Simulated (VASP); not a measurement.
```yaml
crystal:
  lattice:
    - [0.00000, 2.69257, 2.69257]
    - [2.69257, 0.00000, 2.69257]
    - [2.69257, 2.69257, 0.00000]
  atoms:
    - { symbol: Si, position: [0.25000, 0.25000, 0.25000] }
    - { symbol: Si, position: [0.75000, 0.75000, 0.75000] }
    - { symbol: Ni, position: [0.00000, 0.00000, 0.00000] }
```

The numbers are results of SCAN meta-GGA, VASP's PBE PAW potentials (set 64) (plane waves; VASP), not measurements. Numerical set-up: 520 eV cut-off, 11×11×11 Γ-centred mesh, tetrahedra with Blöchl corrections, potentials Si Ni.

Task: Predict the energy per atom (σ→0), band gap (over mesh and band path) with the smallest direct gap where there is one.

Result: 
```json
{
  "band gap (over mesh and band path)": "none (metal, semimetal or under 0.01 eV)",
  "energy per atom (σ→0)": "-12.393 eV/atom"
}
```

Only differences to runs with the same potentials and settings are physical.

The compound is NiSi2 in the fluorite structure. It was relaxed first. The run is not spin-polarised, so no magnetic state was tried.
